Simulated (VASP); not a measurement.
A convergence study with VASP on Ni3Al (L1_2): one setting is varied, all else stays as given below, so the limit is that of these other settings.

```yaml
crystal:
  lattice:
    - [3.57000, 0.00000, 0.00000]
    - [0.00000, 3.57000, 0.00000]
    - [0.00000, 0.00000, 3.57000]
  atoms:
    - { symbol: Al, position: [0.00000, 0.00000, 0.00000] }
    - { symbol: Ni, position: [0.00000, 0.50000, 0.50000], spin: 0.5 }
    - { symbol: Ni, position: [0.50000, 0.00000, 0.50000], spin: 0.5 }
    - { symbol: Ni, position: [0.50000, 0.50000, 0.00000], spin: 0.5 }
```

All values below come from PBE GGA, VASP's PBE PAW potentials (set 64) (plane waves; VASP). The tightest run used: 550 eV cut-off, 18×18×18 Γ-centred mesh, tetrahedra with Blöchl corrections, potentials Al Ni.

Problem. The settings run are 3×3×3 mesh; 4×4×4 mesh; 5×5×5 mesh; 6×6×6 mesh; 7×7×7 mesh; 8×8×8 mesh; 9×9×9 mesh; 10×10×10 mesh; 11×11×11 mesh; 12×12×12 mesh; 13×13×13 mesh; 14×14×14 mesh; 15×15×15 mesh; 16×16×16 mesh; 17×17×17 mesh; 18×18×18 mesh. From which on does the stress (every component) stay within 0.2 GPa of the tightest run?

Solution. From 6×6×6 mesh on: it is off by 0.02 there and by no more than 0.2 in any finer run, while 5×5×5 mesh is off by 0.24.
```json
[
 {"setting": "3×3×3 mesh", "E (eV/atom)": "-5.4445", "pressure (GPa)": "0.49", "moment (μB)": "0.000", "irreducible k-points": "4", "difference judged (GPa)": "1.00"},
 {"setting": "4×4×4 mesh", "E (eV/atom)": "-5.4913", "pressure (GPa)": "-1.09", "moment (μB)": "0.000", "irreducible k-points": "10", "difference judged (GPa)": "0.58"},
 {"setting": "5×5×5 mesh", "E (eV/atom)": "-5.4726", "pressure (GPa)": "-0.75", "moment (μB)": "0.555", "irreducible k-points": "10", "difference judged (GPa)": "0.24"},
 {"setting": "6×6×6 mesh", "E (eV/atom)": "-5.4743", "pressure (GPa)": "-0.53", "moment (μB)": "0.657", "irreducible k-points": "20", "difference judged (GPa)": "0.02"},
 {"setting": "7×7×7 mesh", "E (eV/atom)": "-5.4744", "pressure (GPa)": "-0.56", "moment (μB)": "0.714", "irreducible k-points": "20", "difference judged (GPa)": "0.05"},
 {"setting": "8×8×8 mesh", "E (eV/atom)": "-5.4736", "pressure (GPa)": "-0.52", "moment (μB)": "0.717", "irreducible k-points": "35", "difference judged (GPa)": "0.01"},
 {"setting": "9×9×9 mesh", "E (eV/atom)": "-5.4743", "pressure (GPa)": "-0.51", "moment (μB)": "0.725", "irreducible k-points": "35", "difference judged (GPa)": "0.00"},
 {"setting": "10×10×10 mesh", "E (eV/atom)": "-5.4738", "pressure (GPa)": "-0.53", "moment (μB)": "0.712", "irreducible k-points": "56", "difference judged (GPa)": "0.02"},
 {"setting": "11×11×11 mesh", "E (eV/atom)": "-5.4739", "pressure (GPa)": "-0.49", "moment (μB)": "0.726", "irreducible k-points": "56", "difference judged (GPa)": "0.02"},
 {"setting": "12×12×12 mesh", "E (eV/atom)": "-5.4741", "pressure (GPa)": "-0.52", "moment (μB)": "0.723", "irreducible k-points": "84", "difference judged (GPa)": "0.01"},
 {"setting": "13×13×13 mesh", "E (eV/atom)": "-5.4739", "pressure (GPa)": "-0.49", "moment (μB)": "0.727", "irreducible k-points": "84", "difference judged (GPa)": "0.02"},
 {"setting": "14×14×14 mesh", "E (eV/atom)": "-5.4740", "pressure (GPa)": "-0.51", "moment (μB)": "0.729", "irreducible k-points": "120", "difference judged (GPa)": "0.00"},
 {"setting": "15×15×15 mesh", "E (eV/atom)": "-5.4740", "pressure (GPa)": "-0.52", "moment (μB)": "0.731", "irreducible k-points": "120", "difference judged (GPa)": "0.01"},
 {"setting": "16×16×16 mesh", "E (eV/atom)": "-5.4740", "pressure (GPa)": "-0.48", "moment (μB)": "0.736", "irreducible k-points": "165", "difference judged (GPa)": "0.03"},
 {"setting": "17×17×17 mesh", "E (eV/atom)": "-5.4741", "pressure (GPa)": "-0.52", "moment (μB)": "0.733", "irreducible k-points": "165", "difference judged (GPa)": "0.01"},
 {"setting": "18×18×18 mesh", "E (eV/atom)": "-5.4740", "pressure (GPa)": "-0.51", "moment (μB)": "0.736", "irreducible k-points": "220", "difference judged (GPa)": "0.00"}
]
```

Left out are rungs that failed or repeat a setting and relaxations that didn't move; long series are thinned to 24 rows.

The compound is Ni3Al in the L1_2 structure. The cell was not relaxed at this level.
